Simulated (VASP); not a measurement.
The input files of a VASP run:

KPOINTS:
```
Automatic mesh
0
Gamma
5 5 1
0 0 0
```

**POSCAR**
```
GeBr2
1
    3.4208670000     0.0000000000     0.0000000000
   -1.7104330000     2.9625580000     0.0000000000
    0.0000000000     0.0000000000    13.3057760000
Ge Br
2 4
Direct
  0.3333330000   0.6666670000   0.2500000000
  0.6666670000   0.3333330000   0.7500000000
  0.3333330000   0.6666670000   0.6275000000
  0.6666670000   0.3333330000   0.1275000000
  0.6666670000   0.3333330000   0.3725000000
  0.3333330000   0.6666670000   0.8725000000
```

### INCAR
```
! general
SYSTEM  = GeBr2
PREC    = Accurate
ENCUT   = 300
LREAL   = .FALSE.
LASPH   = .TRUE.

! electronic loop
EDIFF   = 1E-6
NELM    = 100
ALGO    = Normal
LMAXMIX = 4

! smearing
ISMEAR  = -1
SIGMA   = 0.1

! functional
GGA     = PE

! ions
ISIF    = 2

! output
LWAVE   = .FALSE.
LCHARG  = .FALSE.
```

POTCAR, in this order: Ge_d Br (PBE.64 set). Program: vasp_std.

Question: Write an equivalent input for Quantum ESPRESSO's pw.x.

Answer: One equivalent input (not run):
```
&CONTROL
  calculation = 'scf'
  pseudo_dir = './pseudo'
  outdir = './out'
  tprnfor = .true.
  tstress = .true.
/
&SYSTEM
  ibrav = 0
  nat = 6
  ntyp = 2
  ecutwfc = 78
  occupations = 'smearing'
  smearing = 'fermi-dirac'
  degauss = 0.00735
  input_dft = 'pbe'
/
&ELECTRONS
  conv_thr = 7.3e-08
  electron_maxstep = 100
/
ATOMIC_SPECIES
  Ge 72.630 Ge.upf
  Br 79.904 Br.upf
CELL_PARAMETERS angstrom
     3.4208670    0.0000000    0.0000000
    -1.7104330    2.9625580    0.0000000
     0.0000000    0.0000000   13.3057760
ATOMIC_POSITIONS crystal
  Ge   0.3333330  0.6666670  0.2500000
  Ge   0.6666670  0.3333330  0.7500000
  Br   0.3333330  0.6666670  0.6275000
  Br   0.6666670  0.3333330  0.1275000
  Br   0.6666670  0.3333330  0.3725000
  Br   0.3333330  0.6666670  0.8725000
K_POINTS automatic
  5 5 1 0 0 0
```
Limits of the translation: the potentials are each code's own (VASP's PAW set, PseudoDojo norm-conserving files in pw.x), so ENCUT and ecutwfc are chosen apart and not converted; conv_thr bounds pw.x's estimated SCF error, while EDIFF bounds the energy change between steps.

The structure was generated: GeBr2 was put into an ordered model structure, which need not be its known phase. The cell was not relaxed at this level. The k-mesh is coarse (spacing up to 0.47 per Å, 2π included), so the numbers may not be converged in it.
